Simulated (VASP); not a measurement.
Input:

```
Ru
1.0
    1.38210    -2.39387     0.00000
    1.38210     2.39387     0.00000
    0.00000     0.00000     4.36560
Ru
2
Cartesian
  1.38210   0.79796   1.09140
  1.38210  -0.79796   3.27420
```

Computed with PBE GGA, VASP's PBE PAW potentials (set 64) (plane waves; VASP 6.6.1). Run with 400 eV cut-off, 15×15×9 Γ-centred mesh, first-order Methfessel-Paxton smearing of 0.10 eV, potentials Ru_pv.

Problem. Give the stress tensor in GPa (positive for a compressed cell).

Solution. 
```
-14.30    0.00    0.00
  0.00  -14.30    0.00
  0.00    0.00  -14.56
```
The pressure is its mean diagonal, -14.39 GPa.

The compound is Ru in the hcp structure. The cell was not relaxed at this level. The run is one of a series of settings (KPOINTS 15×15×9 Γ-centred mesh against the base run), some of them coarse on purpose.
